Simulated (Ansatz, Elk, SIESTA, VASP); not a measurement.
## CdSe (P6_3mc, 4 atoms in the cell) computed with different codes at matched settings

Self-consistent single point.

```
CdSe
1.0
    4.34609     0.00000     0.00000
   -2.17305     3.76382     0.00000
    0.00000     0.00000     7.08984
Cd Se
2 2
Direct
  0.66667   0.33333   0.49995
  0.33333   0.66667   0.99995
  0.66667   0.33333   0.87591
  0.33333   0.66667   0.37591
```

Shared settings, as Ansatz (a program for electronic structure) writes them: kpoints.mp_grid.grid = 7 7 4; magnetization.spin_orbit = true; scf.occupations.method = fixed. Potentials and cutoffs stand in the table.

```tsv
code	model	gap on the mesh (eV)	cutoff
VASP	PBE, spin-orbit coupling, VASP's PBE PAW potentials (set 64)	0.475	300 eV
Ansatz	PBE with spin-orbit coupling, PAW files	0.482	420 eV
SIESTA	GGA PBE with spin-orbit coupling, numerical atomic orbitals DZP, PseudoDojo PBE fully relativistic norm-conserving potentials (rewritten from UPF to PSML)	0.720	grid 300 Ry
Elk	PBE, spin-orbit coupling in second variation, all-electron FP-LAPW, Elk's shipped species files, LAPW+lo basis	0.452	rgkmax 7.5
```

Gaps are read on the mesh.

The spread over the programs that give each value: gap on the mesh within 0.268 eV.

SIESTA uses small atom-centred bases, whose incompleteness enters pressures, forces and empty levels differently from a plane-wave cutoff. Elk treats all electrons, but the usual bases taken here (sphere radii, linearisation, local orbitals, empty states) were not tested for convergence, so the values are no reference for the others. In the gap, SIESTA (by 0.241) lies more than 0.12 eV from the median of the plane-wave programs.

VASP ran the fixed occupations as a Gaussian smearing of 0.01 eV.

The starting cell comes from a database of computed structures (which also holds hypothetical and non-ambient phases and stackings), without a prior relaxation at this level.

Keys are those of Ansatz 0.2.
